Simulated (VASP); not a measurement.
# CuGe23 (a cell with a defect) in VASP: notebook, part 3 of 3

VASP 6.6.1. The steps go on from the part before.

**5. Single point, PBEsol+U, collinear spin, ferromagnetic start**

INCAR

```
SYSTEM = CuGe23
PREC = Accurate ; ENCUT = 350
EDIFF = 1E-5 ; ISMEAR = 0
SIGMA = 0.03 ; LREAL = Auto
LASPH = .True. ; NELM = 120
ALGO = Normal ; ISIF = 2
LWAVE = .False. ; LCHARG = .False.
ISPIN = 2 ; MAGMOM = 3 0 0 0 0 0 0 0 0 0 0 0 0 0 0 0 0 0 0 0 0 0 0 0
LORBIT = 11 ; NUPDOWN = 3
LMAXMIX = 4 ; LDAU = .True.
LDAUTYPE = 2 ; LDAUL = 2 -1
LDAUU = 5 0 ; LDAUJ = 0 0
LDAUPRINT = 1 ; GGA = PS
NBANDS = 188 ; ISYM = 0
KPAR = 4
```

KPOINTS

```
regular mesh
0
Gamma
  2 3 3
  0 0 0
```

POSCAR

```
CuGe23                                  
1.0
    0.0000000000      8.4863100000      8.4863100000
    5.6575400000      0.0000000000      5.6575400000
    5.6575400000      5.6575400000      0.0000000000
  Cu              Ge            
     1    23
Direct
     0.9997845806103637    0.0004641225729317    0.9981968130540594
     0.0006844431560808    0.0023887146969546    0.4953456694322084
     0.0011871055331935    0.4979780686574852    0.0017106155070032
     0.0016794340678711    0.4958068289107706    0.4964752163893178
     0.3289508089723974    0.0009779625105509    0.0028907142349665
     0.3284108972601560    0.0027256521864391    0.4999144740828792
     0.3283422678112448    0.5011966154689039    0.0045477622885648
     0.3308684968183000    0.5000952882276103    0.5035282754013516
     0.6674923687298370    0.0011213710172493    0.0004758771919635
     0.6654810512181369    0.9993401320503220    0.4964987280654549
     0.6664321067913790    0.4961755743133834    0.0032404523177432
     0.6657628383247175    0.4983038022503877    0.5019659925187966
     0.0780414097847093    0.1212290941692507    0.1187124291665520
     0.0784952113336991    0.1189594100338623    0.6395126297024195
     0.0784100835183859    0.6415792311844494    0.1198582186673836
     0.0815216713526208    0.6254492205903607    0.6248586554496308
     0.4170396716220903    0.1251596042060675    0.1238159004004928
     0.4158477495525828    0.1224115056141790    0.6258618631698238
     0.4168060030905295    0.6238407227079283    0.1260219680577576
     0.4174258384274236    0.6255048745911775    0.6273673072880589
     0.7599287808026758    0.1193391031386339    0.1195805517345420
     0.7512993211153516    0.1202813186665932    0.6243587681984368
     0.7517430075268715    0.6248845362601951    0.1239434103808893
     0.7525298525793799    0.6223932459743343    0.6261697072997041
```

Potentials or basis: VASP PAW PBE potentials, release 64 (Cu, Ge_d).

Launch:

```console
$ cat potpaw_PBE.64/Cu/POTCAR potpaw_PBE.64/Ge_d/POTCAR > POTCAR
$ mpirun -np 4 vasp_std > vasp.out
```

OUTCAR:

```text
SYSTEM = CuGe23
   PREC = Accurate
   ENCUT = 350
   EDIFF = 1E-5
   ISMEAR = 0
   LREAL = Auto
   LASPH = .True.
   NELM = 120
   ISIF = 2
   ISPIN = 2
   LORBIT = 11
   NUPDOWN = 3
   GGA = PS
   ISYM = 0

 ion  position               nearest neighbor table
   1  1.000  0.000  0.998-  13 2.34  14 2.34  15 2.34  21 2.35
   2  0.001  0.002  0.495-  22 2.44  16 2.46  13 2.46  14 2.47
   3  0.001  0.498  0.002-  23 2.44  16 2.46  13 2.46  15 2.47
   4  0.002  0.496  0.496-  24 2.44  15 2.46  14 2.46  16 2.47
   5  0.329  0.001  0.003-  13 2.46  18 2.46  19 2.46  17 2.46
   6  0.328  0.003  0.500-  14 2.45  17 2.46  18 2.46  20 2.47
[... 16 lines left out ...]
  23  0.752  0.625  0.124-   3 2.44   9 2.46  11 2.47  12 2.47
  24  0.753  0.622  0.626-   4 2.44  10 2.46  11 2.46  12 2.47

IMPORTANT INFORMATION: All symmetrisations will be switched off!
NOSYMM: (Re-)initialisation of all symmetry stuff for point group C_1.

----------------------------------------------------------------------------------------

                                     Primitive cell

  volume of cell :     543.2555

  direct lattice vectors                    reciprocal lattice vectors
     0.000000000  8.486310000  8.486310000    -0.058918423  0.058918423  0.058918423
     5.657540000  0.000000000  5.657540000     0.088377634 -0.088377634  0.088377634
     5.657540000  5.657540000  0.000000000     0.088377634  0.088377634 -0.088377634

  length of vectors
    12.001454697  8.000969798  8.000969798     0.102049702  0.153074553  0.153074553

  position of ions in fractional coordinates (direct lattice)
     0.999784581  0.000464123  0.998196813
     0.000684443  0.002388715  0.495345669
     0.001187106  0.497978069  0.001710616
     0.001679434  0.495806829  0.496475216
     0.328950809  0.000977963  0.002890714
     0.328410897  0.002725652  0.499914474
[... 16 lines left out ...]
     0.751743008  0.624884536  0.123943410
     0.752529853  0.622393246  0.626169707

  ion indices of the primitive-cell ions
   primitive index   ion index
                 1           1
                 2           2
                 3           3
                 4           4
                 5           5
                 6           6
[... 16 lines left out ...]
                23          23
                24          24

----------------------------------------------------------------------------------------

 KPOINTS: regular mesh

Automatic generation of k-mesh.
 Grid dimensions read from file:
 generate k-points for:    2    3    3

 Generating k-lattice:

  Cartesian coordinates                     Fractional coordinates (reciprocal lattice)
    -0.029459211  0.029459211  0.029459211     0.500000000  0.000000000  0.000000000
     0.029459211 -0.029459211  0.029459211     0.000000000  0.333333333  0.000000000
     0.029459211  0.029459211 -0.029459211     0.000000000  0.000000000  0.333333333

  Length of vectors
     0.051024851  0.051024851  0.051024851

  Shift w.r.t. Gamma in fractional coordinates (k-lattice)
     0.000000000  0.000000000  0.000000000

 WARNING: IBZKPT: internal override: KBLOWUP is changed to .FALSE.
[... 105 lines left out ...]
  o =  0.9406  v =  0.1236  0.1911 -0.5613  0.0862  0.7910  0.0000  0.0000  0.0000  0.0000  0.0000      0.0000  0.0000  0.0000  0.0000  0.0000  0.0000  0.0000  0.0000  0.0000  0.0000
  o =  0.9407  v = -0.1230 -0.0381  0.7965  0.0896  0.5839  0.0000  0.0000  0.0000  0.0000  0.0000      0.0000  0.0000  0.0000  0.0000  0.0000  0.0000  0.0000  0.0000  0.0000  0.0000
  o =  0.9413  v =  0.0000  0.0000  0.0000  0.0000  0.0000  0.0012 -0.0065  0.4915 -0.0160 -0.8707      0.0000  0.0000  0.0000  0.0000  0.0000  0.0000  0.0000  0.0000  0.0000  0.0000
  o =  0.9414  v =  0.0000  0.0000  0.0000  0.0000  0.0000 -0.0184 -0.0099  0.8706  0.0230  0.4911      0.0000  0.0000  0.0000  0.0000  0.0000  0.0000  0.0000  0.0000  0.0000  0.0000
  o =  0.9414  v =  0.4167  0.7734  0.1794  0.4091 -0.1693  0.0000  0.0000  0.0000  0.0000  0.0000      0.0000  0.0000  0.0000  0.0000  0.0000  0.0000  0.0000  0.0000  0.0000  0.0000
  o =  0.9416  v =  0.6978 -0.0222  0.1352 -0.6998  0.0685  0.0000  0.0000  0.0000  0.0000  0.0000      0.0000  0.0000  0.0000  0.0000  0.0000  0.0000  0.0000  0.0000  0.0000  0.0000
  o =  0.9453  v = -0.5559  0.6028  0.0031 -0.5723  0.0058  0.0000  0.0000  0.0000  0.0000  0.0000      0.0000  0.0000  0.0000  0.0000  0.0000  0.0000  0.0000  0.0000  0.0000  0.0000

 number of electron     332.9999959 magnetization       3.0000000

 Free energy of the ion-electron system (eV)
  ---------------------------------------------------
  ext. energy  EPLUGINS =         0.00000000
  ---------------------------------------------------
  free energy    TOTEN  =      -113.68534370 eV

  energy without entropy =     -113.68142134  energy(sigma->0) =     -113.68338252

 E-fermi :   3.8851     XC(G=0): -10.1079

 val. band max:        4.9927628052   @ k =   0.5000   0.0000   0.0000
 cond. band min:       3.8883729829   @ k =   0.5000   0.3333   0.3333
 fundamental gap:     -1.1043898222
 Fermi energy:         5.0125191737

 spin component 1

 k-point     1 :       0.0000    0.0000    0.0000
  band No.  band energies     occupation
      1     -20.1826      1.00000
      2     -20.1605      1.00000
      3     -20.1594      1.00000
      4     -20.1548      1.00000
      5     -20.1516      1.00000
      6     -20.1446      1.00000
[... 1799 lines left out ...]
    177       7.6361      0.00000
    178       7.7195      0.00000
 Fermi energy:         3.8851189952

 spin component 2

 k-point     1 :       0.0000    0.0000    0.0000
  band No.  band energies     occupation
      1     -20.1692      1.00000
      2     -20.1470      1.00000
      3     -20.1459      1.00000
      4     -20.1409      1.00000
      5     -20.1376      1.00000
      6     -20.1316      1.00000
[... 1799 lines left out ...]
    177       7.7265      0.00000
    178       7.8042      0.00000
 [bands above 178 left out]

------------------------ aborting loop because EDIFF is reached ----------------------------------------

  FORCE on cell =-STRESS in cart. coord.  units (eV):
  Direction    XX          YY          ZZ          XY          YZ          ZX
  --------------------------------------------------------------------------------------
  -------------------------------------------------------------------------------------
  Total        0.9604947      1.2584860      1.2682240     -0.3395183      0.6041938     -0.4033304
  in kB        2.8327053      3.7115456      3.7402652     -1.0013125      1.7818975     -1.1895080
  external PRESSURE =       3.4281721 kB  Pullay stress =       0.0000000 kB

 VOLUME and BASIS-vectors are now :
 -----------------------------------------------------------------------------
  energy-cutoff  :      350.00
  volume of cell :      543.26
      direct lattice vectors                 reciprocal lattice vectors
     0.000000000  8.486310000  8.486310000    -0.058918423  0.058918423  0.058918423
     5.657540000  0.000000000  5.657540000     0.088377634 -0.088377634  0.088377634
     5.657540000  5.657540000  0.000000000     0.088377634  0.088377634 -0.088377634

 POSITION                                       TOTAL-FORCE (eV/Angst)
 -----------------------------------------------------------------------------------
      5.64996     14.13182      8.48711         0.034395      0.015582      0.003350
      2.81595      2.80825      0.01932        -0.059458      0.121825      0.201413
      2.82701      0.01975      2.82740        -0.060845      0.211024      0.103351
      5.61388      2.82308      2.81930        -0.130787      0.089297      0.082239
      0.02189      2.80793      2.79711         0.069512      0.043879      0.055114
      2.84371      5.61528      2.80242        -0.039747      0.060716      0.050967
[... 16 lines left out ...]
      4.23652      7.08074      9.91483         0.043179     -0.125548     -0.109228
      7.06379      9.92878      9.90742         0.058725     -0.087091     -0.073596
 -----------------------------------------------------------------------------------
    total drift:                               -0.002836      0.002906     -0.001400

  FREE ENERGIE OF THE ION-ELECTRON SYSTEM (eV)
  ---------------------------------------------------
  free  energy   TOTEN  =      -113.6853436970 eV

  energy  without entropy=     -113.6814213375  energy(sigma->0) =     -113.68338252

 total charge

# of ion       s       p       d       tot
------------------------------------------
    1        0.490   0.392   9.308  10.191
    2        1.141   1.230  10.021  12.392
    3        1.141   1.230  10.021  12.391
    4        1.140   1.233  10.021  12.393
    5        1.138   1.230  10.020  12.388
    6        1.138   1.236  10.020  12.394
[... 16 lines left out ...]
   23        1.135   1.238  10.020  12.394
   24        1.135   1.239  10.020  12.393
--------------------------------------------------
tot         26.737  28.635 239.776 295.148

 magnetization (x)

# of ion       s       p       d       tot
------------------------------------------
    1        0.002   0.113   0.090   0.205
    2        0.006   0.056   0.006   0.068
    3        0.006   0.056   0.006   0.068
    4        0.006   0.047   0.006   0.059
    5        0.004   0.065   0.006   0.074
    6        0.007   0.047   0.006   0.059
[... 16 lines left out ...]
   23        0.006   0.042   0.004   0.052
   24        0.007   0.036   0.004   0.047
--------------------------------------------------
tot          0.182   1.534   0.211   1.927
```

Wall time 12 min (4 MPI ranks of Intel Xeon 6975P-C (Granite Rapids), shared host); peak memory 1.1 GiB.

Results:

| Property | Result |
| --- | --- |
| Free energy | -113.6853 eV |
| Largest force | 0.243 eV/Å |
| Net moment | 3.00 μB per cell |
| Site moments | Cu +0.20; Ge +0.07, +0.06, +0.15, +0.04, +0.08, +0.05 μB |
| Valence electrons inside the program's atomic spheres | Cu 10.19; Ge 12.39, 12.40, 12.38, 12.37 |

Forces on the atoms (eV/Å):
```
Cu   0.034  0.016  0.003
Ge  -0.059  0.122  0.201
Ge  -0.061  0.211  0.103
Ge  -0.131  0.089  0.082
Ge   0.070  0.044  0.055
Ge  -0.040  0.061  0.051
Ge  -0.057  0.052  0.052
Ge  -0.072  0.095  0.105
Ge   0.058  0.058  0.048
Ge  -0.008  0.040  0.081
Ge  -0.028  0.053  0.027
Ge  -0.099  0.132  0.144
Ge  -0.091 -0.095 -0.105
Ge   0.116 -0.045 -0.107
Ge   0.105 -0.113 -0.042
Ge   0.095 -0.121 -0.125
Ge  -0.054 -0.058 -0.077
Ge   0.047 -0.025 -0.072
Ge   0.047 -0.093 -0.024
Ge   0.086 -0.146 -0.140
Ge  -0.125  0.038  0.028
Ge   0.065 -0.103 -0.107
Ge   0.043 -0.126 -0.109
Ge   0.059 -0.087 -0.074
```

Eigenvalues of the final occupation matrices:
```tsv
site	spin	trace	eigenvalues
site 1 d	1	4.71	0.94 0.94 0.94 0.94 0.95
site 1 d	2	4.62	0.91 0.91 0.92 0.94 0.94
```

Caveat: the cutoff is under 1.25 times the usual one of these potentials, so pressure, stress and relaxed cells hold a basis-set (Pulay) error; the PAW data sets were made with another functional, which shifts forces and pressure a little; the total moment is fixed, so each spin has its own Fermi level; the U is typed as a test and isn't derived for this compound. The state reached can hang on the start; a lower one may exist.

**6. Single point, PBEsol+U, collinear spin, ferromagnetic start**

Changes to INCAR since step 5:

```diff
@@ -7,4 +7,4 @@
 LWAVE = .False. ; LCHARG = .False.
-ISPIN = 2 ; MAGMOM = 3 0 0 0 0 0 0 0 0 0 0 0 0 0 0 0 0 0 0 0 0 0 0 0
-LORBIT = 11 ; NUPDOWN = 3
+ISPIN = 2 ; MAGMOM = 1 0 0 0 0 0 0 0 0 0 0 0 0 0 0 0 0 0 0 0 0 0 0 0
+LORBIT = 11 ; NUPDOWN = 1
 LMAXMIX = 4 ; LDAU = .True.
@@ -14,2 +14,2 @@
 NBANDS = 188 ; ISYM = 0
-KPAR = 4
+KPAR = 2
```

KPOINTS

```
regular mesh
0
Gamma
  2 2 2
  0 0 0
```

POSCAR is that of step 5.

Potentials or basis: VASP PAW PBE potentials, release 64 (Cu, Ge_d).

Launch:

```console
$ cat potpaw_PBE.64/Cu/POTCAR potpaw_PBE.64/Ge_d/POTCAR > POTCAR
$ mpirun -np 4 vasp_std > vasp.out
```

Wall time 7.9 min (4 MPI ranks of Intel Xeon 6975P-C (Granite Rapids), shared host); peak memory 0.58 GiB.

The run converged. Its results:

* Free energy: -113.5527 eV
* Largest force: 0.279 eV/Å
* Net moment: 1.00 μB per cell
* Site moments: Cu +0.08; Ge +0.02, +0.01, +0.03, +0.05, +0.06, -0.00 μB
* Valence electrons inside the program's atomic spheres: Cu 10.18; Ge 12.39, 12.40, 12.36, 12.37, 12.38

Forces on the atoms (eV/Å):
```
Cu   0.118 -0.170 -0.186
Ge  -0.081  0.069 -0.131
Ge  -0.084 -0.121  0.049
Ge   0.193  0.087  0.079
Ge  -0.043 -0.048 -0.038
Ge  -0.029  0.015 -0.003
Ge  -0.048 -0.001  0.009
Ge  -0.121  0.100  0.110
Ge   0.004 -0.058 -0.071
Ge  -0.007 -0.022  0.026
Ge  -0.030 -0.004 -0.034
Ge  -0.132  0.104  0.117
Ge  -0.032  0.151  0.139
Ge  -0.121  0.122  0.102
Ge  -0.134  0.088  0.121
Ge   0.059 -0.071 -0.072
Ge  -0.042  0.014 -0.007
Ge   0.140 -0.001  0.015
Ge   0.140 -0.011 -0.002
Ge  -0.006 -0.147 -0.142
Ge  -0.014  0.183  0.172
Ge   0.118 -0.122 -0.020
Ge   0.091 -0.042 -0.131
Ge   0.059 -0.114 -0.102
```

Eigenvalues of the final occupation matrices:
| site | spin | trace | eigenvalues |
| --- | --- | --- | --- |
| site 1 d | 1 | 4.68 | 0.93 0.93 0.94 0.94 0.94 |
| site 1 d | 2 | 4.65 | 0.92 0.92 0.93 0.94 0.94 |

Caveat: the k mesh is coarse (spacing up to 0.48 Å⁻¹), so the values aren't converged; the cutoff is under 1.25 times the usual one of these potentials, so pressure, stress and relaxed cells hold a basis-set (Pulay) error; the PAW data sets were made with another functional, which shifts forces and pressure a little; the total moment is fixed, so each spin has its own Fermi level; the U is typed as a test and isn't derived for this compound.

**7. Summary**

```csv
task,U,fixed moment (μB),cell,k mesh,mesh quality,moment (μB),largest force (eV/Å)
relaxation of the atoms,Cu d U = 5 eV,3,"atoms relaxed from: atoms moved at random, drawn with an rms of 0.05 Å",2 × 2 × 2,coarse,3.00,0.02
single point,Cu d U = 5 eV,-,as given,2 × 2 × 2,coarse,0.01,0.31
single point,Cu d U = 7 eV,3,as given,2 × 2 × 2,coarse,3.00,0.03
single point,Cu d U = 5 eV,3,as given,2 × 3 × 3,not flagged,3.00,0.24
single point,Cu d U = 5 eV,1,as given,2 × 2 × 2,coarse,1.00,0.28
```

Alike in all rows: level PBEsol+U; potentials or basis VASP PAW PBE potentials, release 64 (Cu, Ge_d); spin collinear, ferromagnetic start; cutoff (eV) 350; smearing gaussian 0.03 eV.

Caveats: some runs use coarse meshes; the cutoff is under 1.25 times the usual one of these potentials, so pressure, stress and relaxed cells hold a basis-set (Pulay) error; the PAW data sets were made with another functional, which shifts forces and pressure a little; the U is typed as a test and isn't derived for this compound; the total moment is fixed, so each spin has its own Fermi level (some runs).

Absolute energies hang on the potentials; compare differences alone.
